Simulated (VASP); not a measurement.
Output of a VASP run:

OSZICAR:
```
       N       E                     dE             d eps       ncg     rms          rms(c)
DAV:   1     0.348705808501E+02    0.34871E+02   -0.55077E+03   440   0.945E+02
DAV:   2    -0.232041761224E+02   -0.58075E+02   -0.56344E+02   515   0.230E+02
DAV:   3    -0.257764547762E+02   -0.25723E+01   -0.25653E+01   605   0.424E+01
DAV:   4    -0.258601842042E+02   -0.83729E-01   -0.83621E-01   702   0.676E+00
DAV:   5    -0.258611514898E+02   -0.96729E-03   -0.96724E-03   589   0.640E-01    0.621E+00
DAV:   6    -0.227612683252E+02    0.30999E+01   -0.13741E+00   645   0.131E+01    0.358E+00
DAV:   7    -0.226716932344E+02    0.89575E-01   -0.15086E+00   612   0.994E+00    0.769E-01
DAV:   8    -0.228903869547E+02   -0.21869E+00   -0.55180E-01   568   0.749E+00    0.724E-01
DAV:   9    -0.222627514435E+02    0.62764E+00   -0.18235E-01   457   0.408E+00    0.309E-01
DAV:  10    -0.222925293863E+02   -0.29778E-01   -0.38905E-02   452   0.233E+00    0.333E-01
DAV:  11    -0.223003017768E+02   -0.77724E-02   -0.29766E-03   510   0.560E-01    0.199E-01
DAV:  12    -0.223121132471E+02   -0.11811E-01   -0.41656E-03   443   0.798E-01    0.363E-02
DAV:  13    -0.223117329671E+02    0.38028E-03   -0.22575E-04   571   0.141E-01    0.282E-02
DAV:  14    -0.223130934937E+02   -0.13605E-02   -0.70906E-04   440   0.382E-01    0.237E-02
DAV:  15    -0.223116843682E+02    0.14091E-02   -0.46224E-04   493   0.262E-01    0.239E-02
DAV:  16    -0.223128432807E+02   -0.11589E-02   -0.63556E-04   440   0.284E-01    0.106E-02
DAV:  17    -0.223128353818E+02    0.78989E-05   -0.73130E-06   654   0.263E-02    0.600E-03
DAV:  18    -0.223128352597E+02    0.12217E-06   -0.16132E-07   500   0.360E-03    0.523E-03
DAV:  19    -0.223128348410E+02    0.41865E-06   -0.18815E-07   470   0.445E-03    0.230E-03
DAV:  20    -0.223128353730E+02   -0.53196E-06   -0.97242E-07   504   0.108E-02    0.613E-04
DAV:  21    -0.223128353895E+02   -0.16486E-07   -0.38893E-08   284   0.242E-03
   1 F= -.22312835E+02 E0= -.22312835E+02  d E =0.000000E+00
       N       E                     dE             ncg
       N       E                     dE             ncg
       N       E                     dE             ncg
```

**OUTCAR**
```
------------------------ aborting loop because EDIFF is reached ----------------------------------------
  FORCE on cell =-STRESS in cart. coord.  units (eV):
  Direction    XX          YY          ZZ          XY          YZ          ZX
  --------------------------------------------------------------------------------------
  Total       -0.0795708     -0.0795708     -0.0795708      0.0000000     -0.0000000      0.0000000
  in kB       -2.0182767     -2.0182767     -2.0182767      0.0000000     -0.0000000      0.0000000
  external PRESSURE =      -2.0182767 kB  Pullay stress =       0.0000000 kB
  volume of cell :       63.17
      direct lattice vectors                 reciprocal lattice vectors
     3.982549856  0.000000000  0.000000000     0.251095413  0.000000000  0.000000000
     0.000000000  3.982549856  0.000000000     0.000000000  0.251095413  0.000000000
     0.000000000  0.000000000  3.982549856     0.000000000  0.000000000  0.251095413
 POSITION                                       TOTAL-FORCE (eV/Angst)
 -----------------------------------------------------------------------------------
      0.00000      0.00000      0.00000         0.000000      0.000000      0.000000
      1.99127      1.99127      1.99127         0.000000      0.000000      0.000000
      1.99127      0.00000      1.99127         0.000000      0.000000      0.000000
      0.00000      1.99127      1.99127         0.000000      0.000000      0.000000
      1.99127      1.99127      0.00000         0.000000      0.000000      0.000000
 -----------------------------------------------------------------------------------
    total drift:                                0.000000     -0.000000     -0.000000
  FREE ENERGIE OF THE ION-ELECTRON SYSTEM (eV)
  ---------------------------------------------------
  free  energy   TOTEN  =       -22.3128353895 eV

  energy  without entropy=      -22.3128353895  energy(sigma->0) =      -22.31283539

 total charge

# of ion       s       p       d       tot
------------------------------------------
    1        1.961   5.681   0.040   7.682
    2        0.146   0.145   0.033   0.324
    3        0.559   0.001   0.000   0.560
    4        0.559   0.001   0.000   0.560
    5        0.559   0.001   0.000   0.560
--------------------------------------------------
tot          3.784   5.830   0.074   9.687
```
(Selected blocks of OUTCAR.)

File POSCAR:
```
KMgH3
1
    3.9825498563     0.0000000000    -0.0000000000
    0.0000000000     3.9825498563    -0.0000000000
   -0.0000000000     0.0000000000     3.9825498563
K Mg H
1 1 3
Direct
  0.0000000000   0.0000000000   0.0000000000
  0.5000000000   0.5000000000   0.5000000000
  0.5000000000   0.0000000000   0.5000000000
  0.0000000000   0.5000000000   0.5000000000
  0.5000000000   0.5000000000   0.0000000000
```

Problem. Reconstruct the remaining input files.

Solution. One answer among several that fit: the input of the run itself, r2SCAN meta-GGA, plane waves, VASP's PBE PAW potentials (set 64).

### KPOINTS
```
K-points
0
G
6 6 6
```

INCAR:
```
! general
SYSTEM =KMgH3
PREC   =Accurate
ENCUT  =400
LREAL  =.FALSE.
LASPH  =.TRUE.

! electronic loop
EDIFF  =1E-7
NELM   =100
ALGO   =Normal
LMIXTAU=.TRUE.

! smearing
ISMEAR =-5

! functional
METAGGA=R2SCAN

! ions
ISIF   =2

! output
LWAVE  =.FALSE.
LCHARG =.FALSE.
LORBIT =11
NEDOS  =601
```

### KPOINTS_OPT
```
k-points along high-symmetry lines
10
Line-mode
Reciprocal
  0.000000   0.000000   0.000000 ! GAMMA
  0.000000   0.500000   0.000000 ! X

  0.000000   0.500000   0.000000 ! X
  0.500000   0.500000   0.000000 ! M

  0.500000   0.500000   0.000000 ! M
  0.000000   0.000000   0.000000 ! GAMMA

  0.000000   0.000000   0.000000 ! GAMMA
  0.500000   0.500000   0.500000 ! R

  0.500000   0.500000   0.500000 ! R
  0.000000   0.500000   0.000000 ! X

  0.500000   0.500000   0.500000 ! R
  0.500000   0.500000   0.000000 ! M
```

POTCAR, in this order: K_sv Mg H (PBE.64 set). Program: vasp_std.

The structure comes from a computed database's KMgH3 entry (Pm-3m); how it stands against other phases isn't given here. It was relaxed first.
